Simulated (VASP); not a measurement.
Na$_{3}$Tl (space group I4/mmm): computed properties

Method: PBEsol GGA, VASP's PBE PAW potentials (set 64) (plane waves; VASP).

```
Item                                                                                                   Result
----------------------------------  -------------------------------------------------------------------------
space group                                                                                      I4/mmm (139)
cell                                a = 4.856 Å, b = 4.856 Å, c = 9.726 Å, α = 90.00°, β = 90.00°, γ = 90.00°
volume per atom                                                                                28.67 Å^3/atom
band gap (over mesh and band path)                                   none (metal, semimetal or under 0.01 eV)
band gap with spin-orbit coupling                                                             none (metallic)
density                                                                                            3.96 g/cm³
```

Na3Tl is modelled in the tetragonal space group I4/mmm (No. 139), Pearson symbol tI8. Conventional cell: a = b = 4.8563 Å, c = 9.7258 Å, α = β = γ = 90.00°. Na1 on 4d has 8 Na at 3.434–3.436 Å and 4 Tl at 3.436 Å (cuboctahedral). Na2 on 2b sees 4 Tl at 3.434 Å and 8 Na at 3.436 Å (cuboctahedral). Tl on 2a is coordinated by 12 Na at 3.434–3.436 Å (cuboctahedral). (Neighbours: up to the widest gap in distance over summed covalent radii, below 1.35, at either atom.)
(The calculation used a cell of 4 atoms; values per cell refer to that cell.)

Unless said otherwise, spin-orbit coupling is left out, though it shifts the bands of the heavy elements here.

The structure comes from a computed database's Na3Tl entry (I4/mmm); how it stands against other phases isn't given here. It was relaxed first. Symmetry was kept, so distortions that lower it aren't found.
